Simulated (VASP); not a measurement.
Here is the system:

```
Ni3Si
1.0
    3.50091     0.00000     0.00000
    0.00000     3.50091     0.00000
    0.00000     0.00000     3.50091
Si Ni
1 3
Direct
  0.00000   0.00000   0.00000
  0.00000   0.50000   0.50000
  0.50000   0.00000   0.50000
  0.50000   0.50000   0.00000
```

Calculation: PBE GGA with D3 dispersion (zero damping), VASP's PBE PAW potentials (set 64) (plane waves; VASP 6.6.1). Settings: 520 eV cut-off, 9×9×9 Γ-centred mesh, first-order Methfessel-Paxton smearing of 0.10 eV, potentials Si Ni.

### Question
Predict the energy per atom (σ→0), pressure, band gap (on the k-mesh) with the smallest direct gap where there is one.

### Answer

| Item | Value |
|---|---|
| band gap (on the k-mesh) | none (metal, semimetal or under 0.01 eV) |
| energy per atom (σ→0) | -6321 meV/atom |
| pressure | -6.49 GPa |

The absolute energy has meaning only against runs of the same code, potentials and settings.

The compound is Ni3Si in the L1_2 structure. This cell is one point of a volume scan, at 1.03 of the reference volume. The run is not spin-polarised, so no magnetic state was tried.
